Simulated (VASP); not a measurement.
A run of VASP 6.6.1:

Contents of INCAR:

```
ALGO = Normal
EDIFF = 1E-7
ENCUT = 520
GGA = PE
ISIF = 2
ISMEAR = -1
ISPIN = 2
LASPH = T
LCHARG = F
LMAXMIX = 4
LORBIT = 11
LREAL = F
LWAVE = F
MAGMOM = 1 0 0 0 0 0 0 0
NBANDS = 26
NELM = 100
PREC = Accurate
SIGMA = 0.05
```

File KPOINTS:

```
k-points
0
Gamma
  6 5 5
```

File POSCAR:

```
Mg6AlNi
1.0
    4.7281700000      0.0000000000      0.0000000000
    0.0000000000      3.0898100000      5.2643305000
    0.0000000000     -3.0898100000      5.2643305000
Ni Al Mg
1 1 6
Direct
    0.4879870000      0.6845300000      0.6860670000
   -0.0011370000      0.8188840000      0.8253960000
    0.5167060000      0.1693440000      0.1707030000
    0.5019630000      0.6672620000      0.1430160000
    0.5013230000      0.1532850000      0.6684980000
   -0.0109320000      0.3270990000      0.3351000000
    0.0098070000      0.8261490000      0.3497400000
    0.0032600000      0.3640670000      0.8192000000
```

Potentials or basis: VASP PAW PBE potentials, release 64 (Ni, Al, Mg).

Command:

```bash
$ cat potpaw_PBE.64/Ni/POTCAR potpaw_PBE.64/Al/POTCAR potpaw_PBE.64/Mg/POTCAR > POTCAR
$ mpirun -np 1 vasp_std > vasp.out
```

Hardware: 1 thread of Intel(R) Xeon(R) 6975P-C (Granite Rapids), with other jobs on the host.

Estimate the wall time of this run.

Wall time 7 min on 1 thread of Intel(R) Xeon(R) 6975P-C (Granite Rapids) (shared host), peak memory 0.67 GiB. Counts: scf iterations 17, k points 76.
